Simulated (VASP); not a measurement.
Data:

```yaml
crystal:
  lattice:
    - [3.69525, 0.00000, 0.00000]
    - [0.00000, 3.69525, 0.00000]
    - [0.00000, 0.00000, 3.69525]
  atoms:
    - { symbol: Tl, position: [0.00000, 0.00000, 0.00000] }
    - { symbol: Cl, position: [0.50000, 0.50000, 0.50000] }
```

Method: LDA (Ceperley-Alder, Perdew-Zunger), VASP's LDA PAW potentials (set 64) (plane waves; VASP). Settings: 400 eV cut-off, Gaussian smearing of 0.050 eV, potentials Tl_d Cl.

Unless said otherwise, spin-orbit coupling is left out, though it shifts the bands of the heavy elements here.

### Question
Give the energies of bands 7 to 13 at the high-symmetry points, in eV from the valence-band maximum.

### Answer

| band | Γ | X | M | R |
|---|---|---|---|---|
| 7 | -4.99 | -6.33 | -3.91 | -2.62 |
| 8 | -2.10 | -1.52 | -3.91 | -2.62 |
| 9 | -2.10 | -1.52 | -3.72 | -2.62 |
| 10 | -2.10 | 0.00 | -1.50 | -2.17 |
| 11 | 7.30 | 1.55 | 4.80 | 1.83 |
| 12 | 7.30 | 6.33 | 4.80 | 1.83 |
| 13 | 8.05 | 6.33 | 8.12 | 1.83 |

The gap is direct, 1.55 eV, from the valence maximum at X to the conduction minimum at X.

The structure comes from a computed database's TlCl entry (Pm-3m); how it stands against other phases isn't given here. It was relaxed first, which changed the volume by -11 %.
